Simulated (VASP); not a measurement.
Data:

```yaml
crystal:
  lattice:
    - [0.00000, 2.70717, 2.70717]
    - [2.70717, 0.00000, 2.70717]
    - [2.70717, 2.70717, 0.00000]
  atoms:
    - { symbol: Li, position: [0.00000, 0.00000, 0.00000] }
    - { symbol: Br, position: [0.50000, 0.50000, 0.50000] }
```

These are PBEsol GGA with spin-orbit coupling, VASP's PBE PAW potentials (set 64) (plane waves; VASP 6.6.1) values and carry that method's errors. Numerical set-up: 520 eV cut-off, 8×8×8 Γ-centred mesh, Gaussian smearing of 0.050 eV, potentials Li_sv Br.

Task: Give the energies of bands 5 to 17 at the high-symmetry points, in eV from the valence-band maximum.

Result: 
```
band      Γ      X      U      L      W
----  -----  -----  -----  -----  -----
5     -0.55  -3.36  -2.95  -3.33  -2.69
6     -0.55  -3.36  -2.95  -3.33  -2.69
7      0.00  -1.57  -2.20  -0.64  -2.42
8      0.00  -1.57  -2.20  -0.64  -2.42
9      0.00  -1.29  -1.11  -0.30  -1.41
10     0.00  -1.29  -1.11  -0.30  -1.41
11     4.81   6.06   6.38   5.30   7.94
12     4.81   6.06   6.38   5.30   7.94
13    10.24   6.68   8.54   7.85   8.39
14    10.24   6.68   8.54   7.85   8.39
15    10.24  11.67  10.19   7.86   9.20
16    10.24  11.67  10.19   7.86   9.20
17    10.25  12.45  10.55  11.97   9.33
```

The gap is direct, 4.81 eV, from the valence maximum at Γ to the conduction minimum at Γ.

Measured: gap 7.60 eV (computed value off by -2.79 eV), as given by Abedi et al., (2022), arXiv:2211.14644.

The compound is LiBr in the rock salt structure. It was relaxed first.
